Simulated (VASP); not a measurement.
# KNi (P4/mmm) in VASP: notebook

One crystal, KNi, is run at these levels: r2SCAN, PBE, LDA, PBEsol+U; tasks: relaxation of cell and atoms, relaxation of the atoms, single point.

All numbers are computed with VASP 6.6.1; they aren't measurements. Logs are shortened: lines on timing, memory, paths and dates and some standing lists are left out, and cuts for length are marked.

### 1 The structure

It takes space group P4/mmm (No. 123, tetragonal). The conventional cell has a = 3.660 Å, b = 3.660 Å, c = 3.479 Å, α = 90.00°, β = 90.00°, γ = 90.00°. K (site symmetry 4/mmm) is surrounded by 8 Ni at 3.12 Å and 2 K at 3.48 Å. Ni (site symmetry 4/mmm) has 8 K at 3.12 Å and 2 Ni at 3.48 Å as nearest neighbours.

The cell was built by a generator and needn't be a form met in nature.

### 2 Relaxation of cell and atoms, r2SCAN, collinear spin, ferromagnetic start

File INCAR:

```
  PREC = Accurate
  ENCUT = 600
  EDIFF = 1E-6
  ISMEAR = 1
  SIGMA = 0.1
  LREAL = F
  LASPH = T
  NELM = 100
  ALGO = Normal
  ISIF = 3
  LWAVE = F
  LCHARG = F
  ISPIN = 2
  MAGMOM = 0 1
  LORBIT = 11
  LMAXMIX = 4
  METAGGA = R2SCAN
  LMIXTAU = T
  IBRION = 2
  NSW = 60
  EDIFFG = -0.02
```

File KPOINTS:

```
regular mesh
0
Gamma
  7 7 8
```

File POSCAR:

```
KNi
1.0
    3.6604778900      0.0000000000      0.0000000000
    0.0000000000      3.6604778900      0.0000000000
    0.0000000000      0.0000000000      3.4788877700
K Ni
1 1
Direct
    0.0000000000      0.0000000000      0.0000000000
    0.5000000000      0.5000000000      0.5000000000
```

Potentials or basis: VASP PAW PBE potentials, release 64 (K_sv, Ni).

Launch:

```console
$ cat potpaw_PBE.64/K_sv/POTCAR potpaw_PBE.64/Ni/POTCAR > POTCAR
$ mpirun -np 1 vasp_std > vasp.out
```

OUTCAR:

```text
PREC = Accurate
   ENCUT = 600
   EDIFF = 1E-6
   ISMEAR = 1
   LREAL = F
   LASPH = T
   NELM = 100
   ISIF = 3
   ISPIN = 2
   LORBIT = 11
   METAGGA = R2SCAN
   IBRION = 2
   NSW = 60
   EDIFFG = -0.02

 ion  position               nearest neighbor table
   1  0.000  0.000  0.000-   2 3.12   2 3.12   2 3.12   2 3.12   2 3.12   2 3.12   2 3.12   2 3.12

   2  0.500  0.500  0.500-   1 3.12   1 3.12   1 3.12   1 3.12   1 3.12   1 3.12   1 3.12   1 3.12

  LATTYP: Found a simple tetragonal cell.
 ALAT       =     3.6604778900
 C/A-ratio  =     0.9503916905

  Lattice vectors:

 A1 = (   3.6604778900,   0.0000000000,   0.0000000000)
 A2 = (   0.0000000000,   3.6604778900,   0.0000000000)
 A3 = (   0.0000000000,   0.0000000000,   3.4788877700)

Analysis of symmetry for initial positions (statically):
=====================================================================
 Subroutine PRICEL returns:
 Original cell was already a primitive cell.

 Routine SETGRP: Setting up the symmetry group for a
 simple tetragonal supercell.

 Subroutine GETGRP returns: Found 16 space group operations
 (whereof 16 operations were pure point group operations)
 out of a pool of 16 trial point group operations.

The static configuration has the point symmetry D_4h.

Analysis of symmetry for dynamics (positions and initial velocities):
=====================================================================
 Subroutine PRICEL returns:
 Original cell was already a primitive cell.

 Routine SETGRP: Setting up the symmetry group for a
 simple tetragonal supercell.

 Subroutine GETGRP returns: Found 16 space group operations
 (whereof 16 operations were pure point group operations)
 out of a pool of 16 trial point group operations.

The dynamic configuration has the point symmetry D_4h.

Analysis of structural, dynamic, and magnetic symmetry:
=====================================================================
 Subroutine PRICEL returns:
 Original cell was already a primitive cell.

 Routine SETGRP: Setting up the symmetry group for a
 simple tetragonal supercell.

 Subroutine GETGRP returns: Found 16 space group operations
 (whereof 16 operations were pure point group operations)
 out of a pool of 16 trial point group operations.

The overall configuration has the point symmetry D_4h.

 Subroutine INISYM returns: Found 16 space group operations
 (whereof 16 operations are pure point group operations),
 and found     1 'primitive' translations

----------------------------------------------------------------------------------------

                                     Primitive cell

  volume of cell :      46.6140

  direct lattice vectors                    reciprocal lattice vectors
     3.660477890  0.000000000  0.000000000     0.273188373  0.000000000  0.000000000
     0.000000000  3.660477890  0.000000000     0.000000000  0.273188373  0.000000000
     0.000000000  0.000000000  3.478887770     0.000000000  0.000000000  0.287448192

  length of vectors
     3.660477890  3.660477890  3.478887770     0.273188373  0.273188373  0.287448192

  position of ions in fractional coordinates (direct lattice)
     0.000000000  0.000000000  0.000000000
     0.500000000  0.500000000  0.500000000

  ion indices of the primitive-cell ions
   primitive index   ion index
                 1           1
                 2           2

----------------------------------------------------------------------------------------

 KPOINTS: regular mesh

Automatic generation of k-mesh.
 Grid dimensions read from file:
 generate k-points for:    7    7    8

 Generating k-lattice:

  Cartesian coordinates                     Fractional coordinates (reciprocal lattice)
     0.039026910  0.000000000  0.000000000     0.142857143  0.000000000  0.000000000
     0.000000000  0.039026910  0.000000000     0.000000000  0.142857143  0.000000000
     0.000000000  0.000000000  0.035931024     0.000000000  0.000000000  0.125000000

  Length of vectors
     0.039026910  0.039026910  0.035931024

  Shift w.r.t. Gamma in fractional coordinates (k-lattice)
     0.000000000  0.000000000  0.000000000

 Subroutine IBZKPT returns following result:
 ===========================================

 Found     50 irreducible k-points:

 Following reciprocal coordinates:
            Coordinates               Weight
  0.000000  0.000000  0.000000      1.000000
  0.142857  0.000000  0.000000      4.000000
  0.285714  0.000000  0.000000      4.000000
  0.428571  0.000000  0.000000      4.000000
  0.142857  0.142857  0.000000      4.000000
  0.285714  0.142857  0.000000      8.000000
[... 16 lines left out ...]
  0.285714  0.000000  0.250000      8.000000
  0.428571  0.000000  0.250000      8.000000
 [... further k-points ...]
   k-points           NKPTS =     50   k-points in BZ     NKDIM =     50   number of bands    NBANDS=     14
   number of dos      NEDOS =    301   number of ions     NIONS =      2
   total plane-waves  NPLWV =  25200
   dimension x,y,z NGX =    30 NGY =   30 NGZ =   28
   dimension x,y,z NGXF=    60 NGYF=   60 NGZF=   56
   ions per type =               1   1
   NGX,Y,Z   is equivalent  to a cutoff of  13.62, 13.62, 13.38 a.u.
   NGXF,Y,Z  is equivalent  to a cutoff of  27.25, 27.25, 26.76 a.u.
 SYSTEM =  unknown system
   PREC   = accura    normal or accurate (medium, high low for compatibility)
   ISTART =      0    job   : 0-new  1-cont  2-samecut
   ICHARG =      2    charge: 1-file 2-atom 10-const
   ISPIN  =      2    spin polarized calculation?
   LNONCOLLINEAR =      F non collinear calculations
   LSORBIT =      F    spin-orbit coupling
   LASPH  =      T    aspherical Exc in radial PAW
   ENCUT  =  600.0 eV  44.10 Ry    6.64 a.u.   7.31  7.31  6.95*2*pi/ulx,y,z
   NELM   =    100;   NELMIN=  2; NELMDL= -5     # of ELM steps
   EDIFF  = 0.1E-05   stopping-criterion for ELM
   LREAL  =      F    real-space projection
   EDIFFG = -.2E-01   stopping-criterion for IOM
   NSW    =     60    number of steps for IOM
   IBRION =      2    ionic relax: 0-MD 1-quasi-New 2-CG
   NFREE  =      1    steps in history (QN), initial steepest desc. (CG)
   ISIF   =      3    stress and relaxation
   ISYM   =      2    0-nonsym 1-usesym 2-fastsym
   POTIM  = 0.5000    time-step for ionic-motion
   TEBEG  =    0.0;   TEEND  =   0.0 temperature during run
   PSTRESS=    0.0 pullay stress
   NELECT =      19.0000    total number of electrons
   NUPDOWN=      -1.0000    fix difference up-down
   EMIN   =  10.00;   EMAX   =-10.00  energy-range for DOS
   EFERMI =   0.00;   METHOD = LEGACY
   ISMEAR =     1;   SIGMA  =   0.10  broadening in eV -4-tet -1-fermi 0-gaus
   EFERMI_NEDOS =   21; number of points for ismear=-14 and -15
   IALGO  =     38    algorithm
   IMIX   =      4    mixing-type and parameters
     AMIX     =   0.40;   BMIX     =  1.00
     AMIX_MAG =   1.60;   BMIX_MAG =  1.00
  volume/ion in A,a.u.               =      23.31       157.28
  Fermi-wavevector in a.u.,A,eV,Ry     =   1.213819  2.293786 20.046242  1.473357
  Thomas-Fermi vector in A             =   2.349259
   LORBIT       =     11    0 simple, 1 ext, 2 COOP (PROOUT), +10 PAW based schemes
   METAGGA = R2SCAN    functional components
   LHFCALC =     F    Hartree Fock is set to
   AEXX    =    0.0000 exact exchange contribution
   IVDW    =     0    specifies the selected vdW correction
   LEPSILON=     F    determine dielectric tensor
   LRPA    =     F    only Hartree local field effects (RPA)
 conjugate gradient relaxation of ions
 spin polarized calculation
 Methfessel and Paxton  Order N= 1 SIGMA  =   0.10
  energy-cutoff  :      600.00
  volume of cell :       46.61
 maximum number of plane-waves:      1582
 NGX is ok and might be reduce to    30
   NGX = 15   NGY = 15   NGZ = 13

--------------------------------------- Ionic step        1  -------------------------------------------

 number of electron      18.9999996 magnetization       0.9024369

 Free energy of the ion-electron system (eV)
  ---------------------------------------------------
  ext. energy  EPLUGINS =         0.00000000
  ---------------------------------------------------
  free energy    TOTEN  =       -15.66011080 eV

  energy without entropy =      -15.65885327  energy(sigma->0) =      -15.65969162

------------------------ aborting loop because EDIFF is reached ----------------------------------------

  FORCE on cell =-STRESS in cart. coord.  units (eV):
  Direction    XX          YY          ZZ          XY          YZ          ZX
  --------------------------------------------------------------------------------------
  -------------------------------------------------------------------------------------
  Total        1.3249823      1.3249823      1.1518247      0.0000000      0.0000000      0.0000000
  in kB       45.5412207     45.5412207     39.5895858      0.0000000      0.0000000      0.0000000
  external PRESSURE =      43.5573424 kB  Pullay stress =       0.0000000 kB
[... 97 lines left out ...]
  energy  without entropy=      -15.7737478894  energy(sigma->0) =      -15.77429583

--------------------------------------- Ionic step        4  -------------------------------------------

 number of electron      18.9999999 magnetization       0.9490218

 Free energy of the ion-electron system (eV)
  ---------------------------------------------------
  ext. energy  EPLUGINS =         0.00000000
  ---------------------------------------------------
  free energy    TOTEN  =       -15.77615447 eV

  energy without entropy =      -15.77428683  energy(sigma->0) =      -15.77553192

 E-fermi :   1.7241     XC(G=0):  -8.8509

 val. band max:        1.7157342598   @ k =   0.4286   0.2857   0.2500
 cond. band min:       1.7273143793   @ k =   0.2857   0.2857   0.2500
 fundamental gap:      0.0115801195
 Fermi energy:         1.7241339096

 spin component 1

 k-point     1 :       0.0000    0.0000    0.0000
  band No.  band energies     occupation
      1     -30.2634      1.00000
      2     -12.9211      1.00000
      3     -12.9211      1.00000
      4     -12.8829      1.00000
      5      -2.2563      1.00000
      6      -0.8677      1.00000
      7      -0.8328      1.00000
      8       0.0880      1.00000
      9       0.1501      1.00000
     10       0.1501      1.00000
     11       6.2165      0.00000
     12       6.3979      0.00000
     13       7.8384      0.00000
     14       7.8384      0.00000
[... 376 lines left out ...]
  band No.  band energies     occupation
      1     -30.2348      1.00000
      2     -13.1208      1.00000
      3     -13.0411      1.00000
      4     -12.8818      1.00000
      5      -0.8435      1.00000
      6      -0.5776      1.00000
      7      -0.1121      1.00000
      8       0.0167      1.00000
      9       0.0766      1.00000
     10       0.2927      1.00000
     11       2.7209     -0.00000
     12       5.4125      0.00000
     13       7.2955      0.00000
     14       7.4641      0.00000

 [... further k-points ...]

 spin component 2

 k-point     1 :       0.0000    0.0000    0.0000
  band No.  band energies     occupation
      1     -30.2775      1.00000
      2     -12.9334      1.00000
      3     -12.9334      1.00000
      4     -12.8935      1.00000
      5      -2.2902      1.00000
      6       0.6316      1.00000
      7       0.7166      1.00000
      8       0.7166      1.00000
      9       1.3178      1.00000
     10       1.3496      1.00000
     11       6.4670      0.00000
     12       6.6097      0.00000
     13       8.0192      0.00000
     14       8.0192      0.00000
[... 420 lines left out ...]
  FREE ENERGIE OF THE ION-ELECTRON SYSTEM (eV)
  ---------------------------------------------------
  free  energy   TOTEN  =       -15.7761544664 eV

  energy  without entropy=      -15.7742868290  energy(sigma->0) =      -15.77553192

 reached required accuracy - stopping structural energy minimisation

 total charge

# of ion       s       p       d       tot
------------------------------------------
    1        1.973   5.673   0.044   7.689
    2        0.566   0.049   8.313   8.927
--------------------------------------------------
tot          2.538   5.722   8.357  16.617

 magnetization (x)

# of ion       s       p       d       tot
------------------------------------------
    1       -0.003  -0.003  -0.005  -0.011
    2        0.048  -0.009   0.995   1.033
--------------------------------------------------
tot          0.045  -0.012   0.989   1.022
```

It took 20 min on 1 thread of Intel Xeon 6975P-C (Granite Rapids), shared host; peak memory 0.26 GiB.

Results:

```yaml
Free_energy: -15.7762 eV
Relaxed_volume: 28.24 Å³/atom
Relaxed_cell: a = 3.914 Å, b = 3.914 Å, c = 3.688 Å, α = 90.00°, β = 90.00°, γ = 90.00°
Space_group_after_relaxing_to_0.05_Å: P4/mmm (No. 123)
Energy_gained_by_relaxing: 58.0 meV/atom
Ionic_steps: 4
Pressure_after_relaxing: 0.0 GPa
Band_gap_on_the_k_mesh: none (metal or under the smearing width)
Net_moment: 0.95 μB per cell
Site_moments: K -0.01; Ni +1.03 μB
Valence_electrons_inside_the_program's_atomic_spheres: K 7.69; Ni 8.93
```

The path:
```tsv
step	energy change (eV)	largest force (eV/Å)	pressure (GPa)	volume (Å³)
1	0.0000	0.0000	4.36	46.61
2	-0.0848	0.0000	1.97	51.02
3	-0.1145	0.0000	0.28	55.63
4	-0.1160	0.0000	-0.02	56.48
```

Final structure:
```xyz
2
Lattice="3.9135 0.0000 0.0000 0.0000 3.9135 0.0000 0.0000 0.0000 3.6880" Properties=species:S:1:pos:R:3 pbc="T T T"
K     0.0000    0.0000    0.0000
Ni    1.9568    1.9568    1.8440
```

Caveat: the volume moved by over 15 % at a fixed basis, so the end points are rough; the PAW data sets were made with another functional, which shifts forces and pressure a little.

### 3 Relaxation of cell and atoms, PBE, collinear spin, ferromagnetic start

File INCAR:

```
SYSTEM = KNi
PREC = Accurate ; ENCUT = 600
EDIFF = 1E-6 ; ISMEAR = 1
SIGMA = 0.1 ; LREAL = .FALSE.
LASPH = .TRUE. ; NELM = 150
ALGO = Normal ; ISIF = 3
LWAVE = .FALSE. ; LCHARG = .FALSE.
ISPIN = 2 ; MAGMOM = 0 1
LORBIT = 11 ; LMAXMIX = 4
GGA = PE ; IBRION = 2
NSW = 40 ; EDIFFG = -0.01
```

File KPOINTS:

```
regular mesh
0
G
  7 7 8
  0 0 0
```

POSCAR is that of step 2.

Potentials or basis: VASP PAW PBE potentials, release 64 (K_sv, Ni).

Launch:

```console
$ cat potpaw_PBE.64/K_sv/POTCAR potpaw_PBE.64/Ni/POTCAR > POTCAR
$ mpirun -np 1 vasp_std > vasp.out
```

It took 29 min on 1 thread of AMD EPYC 7R13 (Zen 3), shared host; peak memory 0.2 GiB.

The run converged. Its results:

```yaml
Free_energy: -4.5055 eV
Relaxed_volume: 25.48 Å³/atom
Relaxed_cell: a = 4.289 Å, b = 4.289 Å, c = 2.769 Å, α = 90.00°, β = 90.00°, γ = 90.00°
Space_group_after_relaxing_to_0.05_Å: P4/mmm (No. 123)
Energy_gained_by_relaxing: 110.9 meV/atom
Ionic_steps: 18
Pressure_after_relaxing: 0.0 GPa
Band_gap_on_the_k_mesh: none (metal or under the smearing width)
Net_moment: 0.00 μB per cell
Valence_electrons_inside_the_program's_atomic_spheres: K 7.61; Ni 8.98
```

Step by step:
```csv
step,energy change (eV),largest force (eV/Å),pressure (GPa),volume (Å³)
1,0.0000,0.0000,4.60,46.61
2,-0.0061,0.0000,0.98,51.27
3,-0.0132,0.0000,0.36,52.81
4,-0.0133,0.0000,-0.46,55.98
5,-0.0155,0.0000,-0.14,54.31
6,-0.0154,0.0000,0.05,54.01
7,-0.0165,0.0000,0.07,53.99
8,-0.0210,0.0000,0.05,53.93
9,-0.0346,0.0000,0.02,53.76
10,-0.0803,0.0000,-0.07,53.24
11,-0.2076,0.0000,-0.20,51.49
12,1.7569,0.0000,22.02,44.78
13,-0.2126,0.0000,-0.20,51.35
14,-0.2205,0.0000,0.18,50.58
15,-0.2218,0.0000,0.02,50.82
16,-0.2216,0.0000,0.10,50.71
17,-0.2174,0.0000,-0.52,52.18
18,-0.2218,0.0000,-0.04,50.95
```

Final structure:
```cif
data_structure
_symmetry_space_group_name_H-M 'P 1'
_symmetry_Int_Tables_number 1
_cell_length_a 4.2894
_cell_length_b 4.2894
_cell_length_c 2.7692
_cell_angle_alpha 90.000
_cell_angle_beta 90.000
_cell_angle_gamma 90.000
_cell_volume 50.95
loop_
_atom_site_label
_atom_site_type_symbol
_atom_site_fract_x
_atom_site_fract_y
_atom_site_fract_z
_atom_site_occupancy
K1 K 0.00000 0.00000 0.00000 1
Ni1 Ni 0.50000 0.50000 0.50000 1
```

Levels at points of the mesh, in eV from the Fermi level:
Spin up:
```
           k point  band 5  band 6  band 7  band 8  band 9  band 10  band 11  band 12  band 13  band 14
(0.00, 0.00, 0.00)   -3.84   -1.17   -0.77   -0.36    0.03     0.03     3.82     4.44     4.58     4.58
(0.00, 0.00, 0.50)   -0.81   -0.81   -0.55   -0.23   -0.09     0.99     2.45     4.00     4.00     5.98
```
Spin down:
| k point | band 6 | band 7 | band 8 | band 9 | band 10 | band 11 | band 12 | band 13 |
| --- | --- | --- | --- | --- | --- | --- | --- | --- |
| (0.00, 0.00, 0.00) | -1.17 | -0.77 | -0.36 | 0.03 | 0.03 | 3.82 | 4.44 | 4.58 |
| (0.00, 0.00, 0.50) | -0.81 | -0.55 | -0.23 | -0.09 | 0.99 | 2.45 | 4.00 | 4.00 |

(Continued in part 2 of 3.)
